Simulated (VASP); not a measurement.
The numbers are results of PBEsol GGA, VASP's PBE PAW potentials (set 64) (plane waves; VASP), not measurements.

VASP ran on this input.

**INCAR**
```
# general
SYSTEM =PbO2
PREC   =Accurate
ENCUT  =620
LREAL  =F
LASPH  =T

# electronic loop
EDIFF  =1E-6
NELM   =100
ALGO   =Normal
LMAXMIX=4

# smearing
ISMEAR =0
SIGMA  =0.05

# functional
GGA    =PS

# ions
IBRION =2
NSW    =40
ISIF   =3
EDIFFG =-0.02

# output
LWAVE  =F
LCHARG =F
```

### POSCAR
```
PbO2
1
    4.9934025143    -0.0000000000     0.0000000000
    0.0000000000     4.9934025143     0.0000000000
    0.0000000000     0.0000000000     3.4137313335
Pb O
2 4
Direct
  1.0000000000   0.0000000000   0.0000000000
  0.5000000000   0.5000000000   0.5000000000
  0.3075621775   0.3075621775   0.0000000000
  0.8075621775   0.1924378225   0.5000000000
  0.1924378225   0.8075621775   0.5000000000
  0.6924378225   0.6924378225   1.0000000000
```

KPOINTS:
```
Automatic
0
G
  5 5 7
0 0 0
```

POTCAR, in this order: Pb_d O (PBE.64 set). Program: vasp_std.

The resulting files:

### OSZICAR
```
       N       E                     dE             d eps       ncg     rms          rms(c)
DAV:   1     0.734425028070E+03    0.73443E+03   -0.29172E+04  1488   0.232E+03
DAV:   2     0.672978060554E+02   -0.66713E+03   -0.64426E+03  1614   0.598E+02
DAV:   3    -0.345858585654E+02   -0.10188E+03   -0.99563E+02  1921   0.245E+02
DAV:   4    -0.389207981629E+02   -0.43349E+01   -0.43186E+01  1823   0.541E+01
DAV:   5    -0.390848415496E+02   -0.16404E+00   -0.16398E+00  1961   0.999E+00    0.128E+01
DAV:   6    -0.341456845033E+02    0.49392E+01   -0.21878E+01  2316   0.542E+01    0.443E+00
DAV:   7    -0.341316683882E+02    0.14016E-01   -0.15511E+00  1622   0.969E+00    0.269E+00
DAV:   8    -0.341033802240E+02    0.28288E-01   -0.46952E-01  2342   0.654E+00    0.115E+00
DAV:   9    -0.340759309815E+02    0.27449E-01   -0.11498E-01  2369   0.423E+00    0.123E-01
DAV:  10    -0.340772401003E+02   -0.13091E-02   -0.99285E-03  1684   0.578E-01    0.961E-02
DAV:  11    -0.340772037878E+02    0.36312E-04   -0.25242E-04  2342   0.160E-01    0.400E-02
DAV:  12    -0.340771883026E+02    0.15485E-04   -0.49946E-05  2316   0.496E-02    0.115E-02
DAV:  13    -0.340771865483E+02    0.17543E-05   -0.52897E-06  1840   0.233E-02    0.157E-03
DAV:  14    -0.340771863906E+02    0.15770E-06   -0.72794E-07  1125   0.114E-02
   1 F= -.34077186E+02 E0= -.34077143E+02  d E =-.340772E+02
```

**OUTCAR**
```
------------------------ aborting loop because EDIFF is reached ----------------------------------------
  FORCE on cell =-STRESS in cart. coord.  units (eV):
  Direction    XX          YY          ZZ          XY          YZ          ZX
  --------------------------------------------------------------------------------------
  Total        0.0687374      0.0687374      0.0435998     -0.0000000      0.0000000      0.0000000
  in kB        1.2938425      1.2938425      0.8206776     -0.0000000      0.0000000      0.0000000
  external PRESSURE =       1.1361209 kB  Pullay stress =       0.0000000 kB
  volume of cell :       85.12
      direct lattice vectors                 reciprocal lattice vectors
     4.993402514  0.000000000  0.000000000     0.200264248  0.000000000  0.000000000
     0.000000000  4.993402514  0.000000000     0.000000000  0.200264248  0.000000000
     0.000000000  0.000000000  3.413731333     0.000000000  0.000000000  0.292934593
 POSITION                                       TOTAL-FORCE (eV/Angst)
 -----------------------------------------------------------------------------------
      0.00000      0.00000      0.00000         0.000000     -0.000000      0.000000
      2.49670      2.49670      1.70687         0.000000     -0.000000      0.000000
      1.53578      1.53578      0.00000         0.001742      0.001742     -0.000000
      4.03248      0.96092      1.70687         0.001742     -0.001742      0.000000
      0.96092      4.03248      1.70687        -0.001742      0.001742     -0.000000
      3.45762      3.45762      0.00000        -0.001742     -0.001742      0.000000
 -----------------------------------------------------------------------------------
    total drift:                                0.000000     -0.000000      0.000000
  FREE ENERGIE OF THE ION-ELECTRON SYSTEM (eV)
  ---------------------------------------------------
  free  energy   TOTEN  =       -34.0771863906 eV

  energy  without entropy=      -34.0770988985  energy(sigma->0) =      -34.07714264

 reached required accuracy - stopping structural energy minimisation
```
(Selected blocks of OUTCAR.)

The compound is PbO2 in the rutile structure. It was relaxed first.
